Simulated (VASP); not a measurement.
# Zr6Os (Pm-3m) in VASP: further runs

The runs below take Zr6Os through single point, with PBE.

All numbers are computed with VASP 6.6.1; they aren't measurements. Logs are shortened: lines on timing, memory, paths and dates and some standing lists are left out, and cuts for length are marked.

### 1 The cell of the first run

The structure is cubic, space group Pm-3m (No. 221). Conventional cell: a = 6.764 Å, b = 6.764 Å, c = 6.764 Å, α = 90.00°, β = 90.00°, γ = 90.00°. Zr (site symmetry 4mm) is surrounded by 5 Zr at 2.74 to 2.84 Å.

The cell was built by a generator and needn't be a form met in nature.

### 2 Single point, PBE (cell x1)

INCAR reads:

```
SYSTEM = Zr6Os
ALGO = Fast ; EDIFF = 1E-6
ENCUT = 520 ; GGA = PE
ISIF = 2 ; ISMEAR = 0
LASPH = .TRUE. ; LCHARG = .FALSE.
LREAL = .FALSE. ; LWAVE = .FALSE.
NBANDS = 49 ; NELM = 100
PREC = Accurate ; SIGMA = 0.2
```

KPOINTS reads:

```
k-points
0
G
  4 4 4
  0 0 0
```

POSCAR reads:

```
Zr6Os
1.0
    6.7643318138      0.0000000000      0.0000000000
    0.0000000000      6.7643318138      0.0000000000
    0.0000000000      0.0000000000      6.7643318138
Zr Os
6 1
Direct
    0.5000000000      0.5000000000      0.2028174695
    0.5000000000      0.5000000000      0.7971825305
    0.2028174695      0.5000000000      0.5000000000
    0.7971825305      0.5000000000      0.5000000000
    0.5000000000      0.2028174695      0.5000000000
    0.5000000000      0.7971825305      0.5000000000
    0.0000000000      0.0000000000      0.0000000000
```

Potentials or basis: VASP PAW PBE potentials, release 64 (Zr_sv, Os).

The run is started by

```sh
> cat potpaw_PBE.64/Zr_sv/POTCAR potpaw_PBE.64/Os/POTCAR > POTCAR
> mpirun -np 1 vasp_std > vasp.out
```

OUTCAR:

```text
SYSTEM = Zr6Os
   EDIFF = 1E-6
   ENCUT = 520
   GGA = PE
   ISIF = 2
   ISMEAR = 0
   LASPH = .TRUE.
   LREAL = .FALSE.
   NELM = 100
   PREC = Accurate

 ion  position               nearest neighbor table
   1  0.500  0.500  0.203-   2 2.74   3 2.84   4 2.84   5 2.84   6 2.84
   2  0.500  0.500  0.797-   1 2.74   3 2.84   4 2.84   5 2.84   6 2.84
   3  0.203  0.500  0.500-   4 2.74   2 2.84   1 2.84   5 2.84   6 2.84
   4  0.797  0.500  0.500-   3 2.74   2 2.84   1 2.84   5 2.84   6 2.84
   5  0.500  0.203  0.500-   6 2.74   2 2.84   3 2.84   4 2.84   1 2.84
   6  0.500  0.797  0.500-   5 2.74   2 2.84   3 2.84   4 2.84   1 2.84
   7  0.000  0.000  0.000-

  LATTYP: Found a simple cubic cell.
 ALAT       =     6.7643318138

  Lattice vectors:

 A1 = (   6.7643318138,   0.0000000000,   0.0000000000)
 A2 = (   0.0000000000,   6.7643318138,   0.0000000000)
 A3 = (   0.0000000000,   0.0000000000,   6.7643318138)

Analysis of symmetry for initial positions (statically):
=====================================================================
 Subroutine PRICEL returns:
 Original cell was already a primitive cell.

 Routine SETGRP: Setting up the symmetry group for a
 simple cubic supercell.

 Subroutine GETGRP returns: Found 48 space group operations
 (whereof 48 operations were pure point group operations)
 out of a pool of 48 trial point group operations.

The static configuration has the point symmetry O_h .

Analysis of symmetry for dynamics (positions and initial velocities):
=====================================================================
 Subroutine PRICEL returns:
 Original cell was already a primitive cell.

 Routine SETGRP: Setting up the symmetry group for a
 simple cubic supercell.

 Subroutine GETGRP returns: Found 48 space group operations
 (whereof 48 operations were pure point group operations)
 out of a pool of 48 trial point group operations.

The dynamic configuration has the point symmetry O_h .

 Subroutine INISYM returns: Found 48 space group operations
 (whereof 48 operations are pure point group operations),
 and found     1 'primitive' translations

----------------------------------------------------------------------------------------

                                     Primitive cell

  volume of cell :     309.5100

  direct lattice vectors                    reciprocal lattice vectors
     6.764331814  0.000000000  0.000000000     0.147834262  0.000000000  0.000000000
     0.000000000  6.764331814  0.000000000     0.000000000  0.147834262  0.000000000
     0.000000000  0.000000000  6.764331814     0.000000000  0.000000000  0.147834262

  length of vectors
     6.764331814  6.764331814  6.764331814     0.147834262  0.147834262  0.147834262

  position of ions in fractional coordinates (direct lattice)
     0.500000000  0.500000000  0.202817469
     0.500000000  0.500000000  0.797182531
     0.202817469  0.500000000  0.500000000
     0.797182531  0.500000000  0.500000000
     0.500000000  0.202817469  0.500000000
     0.500000000  0.797182531  0.500000000
     0.000000000  0.000000000  0.000000000

  ion indices of the primitive-cell ions
   primitive index   ion index
                 1           1
                 2           2
                 3           3
                 4           4
                 5           5
                 6           6
                 7           7

----------------------------------------------------------------------------------------

 KPOINTS: k-points

Automatic generation of k-mesh.
 Grid dimensions read from file:
 generate k-points for:    4    4    4

 Generating k-lattice:

  Cartesian coordinates                     Fractional coordinates (reciprocal lattice)
     0.036958565  0.000000000  0.000000000     0.250000000  0.000000000  0.000000000
     0.000000000  0.036958565  0.000000000     0.000000000  0.250000000  0.000000000
     0.000000000  0.000000000  0.036958565     0.000000000  0.000000000  0.250000000

  Length of vectors
     0.036958565  0.036958565  0.036958565

  Shift w.r.t. Gamma in fractional coordinates (k-lattice)
     0.000000000  0.000000000  0.000000000

 Subroutine IBZKPT returns following result:
 ===========================================

 Found     10 irreducible k-points:

 Following reciprocal coordinates:
            Coordinates               Weight
  0.000000  0.000000  0.000000      1.000000
  0.250000  0.000000  0.000000      6.000000
  0.500000  0.000000  0.000000      3.000000
  0.250000  0.250000  0.000000     12.000000
  0.500000  0.250000  0.000000     12.000000
  0.500000  0.500000  0.000000      3.000000
  0.250000  0.250000  0.250000      8.000000
  0.500000  0.250000  0.250000     12.000000
  0.500000  0.500000  0.250000      6.000000
  0.500000  0.500000  0.500000      1.000000
   k-points           NKPTS =     10   k-points in BZ     NKDIM =     10   number of bands    NBANDS=     49
   number of dos      NEDOS =    301   number of ions     NIONS =      7
   total plane-waves  NPLWV = 125000
   dimension x,y,z NGX =    50 NGY =   50 NGZ =   50
   dimension x,y,z NGXF=   100 NGYF=  100 NGZF=  100
   ions per type =               6   1
   NGX,Y,Z   is equivalent  to a cutoff of  12.29, 12.29, 12.29 a.u.
   NGXF,Y,Z  is equivalent  to a cutoff of  24.58, 24.58, 24.58 a.u.
 SYSTEM =  Zr6Os
   PREC   = accura    normal or accurate (medium, high low for compatibility)
   ISTART =      0    job   : 0-new  1-cont  2-samecut
   ICHARG =      2    charge: 1-file 2-atom 10-const
   ISPIN  =      1    spin polarized calculation?
   LNONCOLLINEAR =      F non collinear calculations
   LSORBIT =      F    spin-orbit coupling
   LASPH  =      T    aspherical Exc in radial PAW
   ENCUT  =  520.0 eV  38.22 Ry    6.18 a.u.  12.58 12.58 12.58*2*pi/ulx,y,z
   NELM   =    100;   NELMIN=  2; NELMDL= -5     # of ELM steps
   EDIFF  = 0.1E-05   stopping-criterion for ELM
   LREAL  =      F    real-space projection
   EDIFFG = 0.1E-04   stopping-criterion for IOM
   NSW    =      0    number of steps for IOM
   IBRION =     -1    ionic relax: 0-MD 1-quasi-New 2-CG
   NFREE  =      0    steps in history (QN), initial steepest desc. (CG)
   ISIF   =      2    stress and relaxation
   ISYM   =      2    0-nonsym 1-usesym 2-fastsym
   POTIM  = 0.5000    time-step for ionic-motion
   TEBEG  =    0.0;   TEEND  =   0.0 temperature during run
   PSTRESS=    0.0 pullay stress
   NELECT =      80.0000    total number of electrons
   NUPDOWN=      -1.0000    fix difference up-down
   EMIN   =  10.00;   EMAX   =-10.00  energy-range for DOS
   EFERMI =   0.00;   METHOD = LEGACY
   ISMEAR =     0;   SIGMA  =   0.20  broadening in eV -4-tet -1-fermi 0-gaus
   EFERMI_NEDOS =   21; number of points for ismear=-14 and -15
   IALGO  =     68    algorithm
   IMIX   =      4    mixing-type and parameters
     AMIX     =   0.40;   BMIX     =  1.00
     AMIX_MAG =   1.60;   BMIX_MAG =  1.00
  volume/ion in A,a.u.               =      44.22       298.38
  Fermi-wavevector in a.u.,A,eV,Ry     =   1.042829  1.970662 14.796242  1.087493
  Thomas-Fermi vector in A             =   2.177512
   LORBIT       =      0    0 simple, 1 ext, 2 COOP (PROOUT), +10 PAW based schemes
   GGA     = PE    functional components
   LHFCALC =     F    Hartree Fock is set to
   AEXX    =    0.0000 exact exchange contribution
   IVDW    =     0    specifies the selected vdW correction
   LEPSILON=     F    determine dielectric tensor
   LRPA    =     F    only Hartree local field effects (RPA)
 non-spin polarized calculation
 RMM-DIIS sequential band-by-band and
 Gauss-broadening in eV      SIGMA  =   0.20
  energy-cutoff  :      520.00
  volume of cell :      309.51
 maximum number of plane-waves:      8385
   NGX = 25   NGY = 25   NGZ = 25

 number of electron      80.0000000 magnetization

 Free energy of the ion-electron system (eV)
  ---------------------------------------------------
  ext. energy  EPLUGINS =         0.00000000
  ---------------------------------------------------
  free energy    TOTEN  =       -40.62020369 eV

  energy without entropy =      -40.14660622  energy(sigma->0) =      -40.38340495

 E-fermi :   2.2923     XC(G=0):  -7.7986

 val. band max:        2.2909122234   @ k =   0.0000   0.0000   0.0000
 cond. band min:       2.3035134660   @ k =   0.2500   0.0000   0.0000
 fundamental gap:      0.0126012426
 Fermi energy:         2.2923274860

 k-point     1 :       0.0000    0.0000    0.0000
  band No.  band energies     occupation
      1     -46.5886      2.00000
      2     -46.3286      2.00000
      3     -46.3286      2.00000
      4     -46.2803      2.00000
      5     -46.2803      2.00000
      6     -46.2803      2.00000
[... 41 lines left out ...]
     48       3.0004      0.00000
     49       3.8899      0.00000

 k-point     2 :       0.2500    0.0000    0.0000
  band No.  band energies     occupation
      1     -46.5752      2.00000
      2     -46.3780      2.00000
      3     -46.3286      2.00000
      4     -46.2803      2.00000
      5     -46.2803      2.00000
      6     -46.2444      2.00000
[... 41 lines left out ...]
     48       3.0009      0.00000
     49       3.0819      0.00000

 k-point     3 :       0.5000    0.0000    0.0000
  band No.  band energies     occupation
      1     -46.5578      2.00000
      2     -46.4148      2.00000
      3     -46.3286      2.00000
      4     -46.2803      2.00000
      5     -46.2803      2.00000
      6     -46.2249      2.00000
[... 41 lines left out ...]
     48       3.0852      0.00000
     49       3.4821      0.00000

 k-point     4 :       0.2500    0.2500    0.0000
  band No.  band energies     occupation
      1     -46.5609      2.00000
      2     -46.3846      2.00000
      3     -46.3669      2.00000
      4     -46.2803      2.00000
      5     -46.2710      2.00000
      6     -46.2230      2.00000
[... 41 lines left out ...]
     48       3.0901      0.00000
     49       3.3292      0.00000

 k-point     5 :       0.5000    0.2500    0.0000
  band No.  band energies     occupation
      1     -46.5419      2.00000
      2     -46.4148      2.00000
      3     -46.3740      2.00000
      4     -46.2803      2.00000
      5     -46.2692      2.00000
      6     -46.2064      2.00000
[... 41 lines left out ...]
     48       3.2360      0.00000
     49       3.3586      0.00000

 k-point     6 :       0.5000    0.5000    0.0000
  band No.  band energies     occupation
      1     -46.5190      2.00000
      2     -46.4148      2.00000
      3     -46.4148      2.00000
      4     -46.2803      2.00000
      5     -46.2662      2.00000
      6     -46.1914      2.00000
[... 41 lines left out ...]
     48       3.4996      0.00000
     49       3.5953      0.00000

 k-point     7 :       0.2500    0.2500    0.2500
  band No.  band energies     occupation
      1     -46.5459      2.00000
      2     -46.3846      2.00000
      3     -46.3846      2.00000
      4     -46.3256      2.00000
      5     -46.2230      2.00000
      6     -46.2230      2.00000
[... 41 lines left out ...]
     48       3.0654      0.00000
     49       3.3714      0.00000

 k-point     8 :       0.5000    0.2500    0.2500
  band No.  band energies     occupation
      1     -46.5249      2.00000
      2     -46.4148      2.00000
      3     -46.3846      2.00000
      4     -46.3366      2.00000
      5     -46.2230      2.00000
      6     -46.2027      2.00000
[... 41 lines left out ...]
     48       3.2377      0.00000
     49       3.3402      0.00000

 k-point     9 :       0.5000    0.5000    0.2500
  band No.  band energies     occupation
      1     -46.4989      2.00000
      2     -46.4148      2.00000
      3     -46.4148      2.00000
      4     -46.3533      2.00000
      5     -46.2133      2.00000
      6     -46.1914      2.00000
[... 41 lines left out ...]
     48       3.2762      0.00000
     49       3.2865      0.00000

 k-point    10 :       0.5000    0.5000    0.5000
  band No.  band energies     occupation
      1     -46.4592      2.00000
      2     -46.4148      2.00000
      3     -46.4148      2.00000
      4     -46.4148      2.00000
      5     -46.1914      2.00000
      6     -46.1914      2.00000
[... 41 lines left out ...]
     48       2.9411      0.00000
     49       2.9411      0.00000

------------------------ aborting loop because EDIFF is reached ----------------------------------------

  FORCE on cell =-STRESS in cart. coord.  units (eV):
  Direction    XX          YY          ZZ          XY          YZ          ZX
  --------------------------------------------------------------------------------------
  -------------------------------------------------------------------------------------
  Total        0.2079904      0.2079904      0.2079904      0.0000000     -0.0000000      0.0000000
  in kB        1.0766615      1.0766615      1.0766615      0.0000000     -0.0000000      0.0000000
  external PRESSURE =       1.0766615 kB  Pullay stress =       0.0000000 kB

 VOLUME and BASIS-vectors are now :
 -----------------------------------------------------------------------------
  energy-cutoff  :      520.00
  volume of cell :      309.51
      direct lattice vectors                 reciprocal lattice vectors
     6.764331814  0.000000000  0.000000000     0.147834262  0.000000000  0.000000000
     0.000000000  6.764331814  0.000000000     0.000000000  0.147834262  0.000000000
     0.000000000  0.000000000  6.764331814     0.000000000  0.000000000  0.147834262

 POSITION                                       TOTAL-FORCE (eV/Angst)
 -----------------------------------------------------------------------------------
      3.38217      3.38217      1.37192        -0.000000     -0.000000      0.006218
      3.38217      3.38217      5.39241        -0.000000     -0.000000     -0.006218
      1.37192      3.38217      3.38217         0.006218     -0.000000     -0.000000
      5.39241      3.38217      3.38217        -0.006218     -0.000000     -0.000000
      3.38217      1.37192      3.38217        -0.000000      0.006218     -0.000000
      3.38217      5.39241      3.38217        -0.000000     -0.006218     -0.000000
      0.00000      0.00000      0.00000        -0.000000     -0.000000     -0.000000
 -----------------------------------------------------------------------------------
    total drift:                                0.000000     -0.000000      0.000000

  FREE ENERGIE OF THE ION-ELECTRON SYSTEM (eV)
  ---------------------------------------------------
  free  energy   TOTEN  =       -40.6202036884 eV

  energy  without entropy=      -40.1466062174  energy(sigma->0) =      -40.38340495
```

Wall time 15 min (1 thread of Intel Xeon Platinum 8375C at 2.90GHz (Ice Lake), shared host); peak memory 0.43 GiB.

What came out:

| Property | Result |
| --- | --- |
| Free energy | -40.6202 eV |
| Pressure | 0.1 GPa |
| Largest force | 0.006 eV/Å |
| Band gap on the k mesh | none (metal or under the smearing width) |

Forces on the atoms (eV/Å):
```
Zr   0.000  0.000  0.006
Zr   0.000  0.000 -0.006
Zr   0.006  0.000  0.000
Zr  -0.006  0.000  0.000
Zr   0.000  0.006  0.000
Zr   0.000 -0.006  0.000
Os   0.000  0.000  0.000
```

(Part 1 of 2 ends here.)
